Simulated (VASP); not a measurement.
A VASP calculation is set up with these files.

**POSCAR**
```
TiS
1
    3.2671700000     0.0000000000     0.0000000000
   -1.6335850000     2.8294520000     0.0000000000
    0.0000000000     0.0000000000     3.2170600000
Ti S
1 1
Direct
  0.6666670000   0.3333330000   0.0000000000
  0.0000000000   0.0000000000   0.5000000000
```

**KPOINTS**
```
Automatic mesh
0
Gamma
12 12 10
0 0 0
```

### INCAR
```
SYSTEM=TiS
PREC=Accurate; ENCUT=775; LREAL=.FALSE.
LASPH=.TRUE.
EDIFF=1E-6; NELM=100; ALGO=Normal
LMAXMIX=4
ISMEAR=1; SIGMA=0.1
GGA=PE
ISIF=2
LWAVE=.FALSE.; LCHARG=.FALSE.
```

POTCAR, in this order: Ti_sv S (PBE.64 set). Program: vasp_std.

Translate this PBE calculation to Quantum ESPRESSO's pw.x.

One equivalent input (not run):
```
&CONTROL
  calculation = 'scf'
  pseudo_dir = './pseudo'
  outdir = './out'
  tprnfor = .true.
  tstress = .true.
/
&SYSTEM
  ibrav = 0
  nat = 2
  ntyp = 2
  ecutwfc = 84
  occupations = 'smearing'
  smearing = 'methfessel-paxton'
  degauss = 0.00735
  input_dft = 'pbe'
/
&ELECTRONS
  conv_thr = 7.3e-08
  electron_maxstep = 100
/
ATOMIC_SPECIES
  Ti 47.867 Ti.upf
  S 32.060 S.upf
CELL_PARAMETERS angstrom
     3.2671700    0.0000000    0.0000000
    -1.6335850    2.8294520    0.0000000
     0.0000000    0.0000000    3.2170600
ATOMIC_POSITIONS crystal
  Ti   0.6666670  0.3333330  0.0000000
  S    0.0000000  0.0000000  0.5000000
K_POINTS automatic
  12 12 10 0 0 0
```
The two are equivalent in intent, not identical: the potentials are each code's own (VASP's PAW set, PseudoDojo norm-conserving files in pw.x), so ENCUT and ecutwfc are chosen apart and not converted; conv_thr bounds pw.x's estimated SCF error, while EDIFF bounds the energy change between steps.

The structure comes from a computed database's TiS entry (P-6m2); how it stands against other phases isn't given here. The cell was not relaxed at this level. The run is one of a series of settings (ENCUT = 775 against the base run), some of them coarse on purpose.
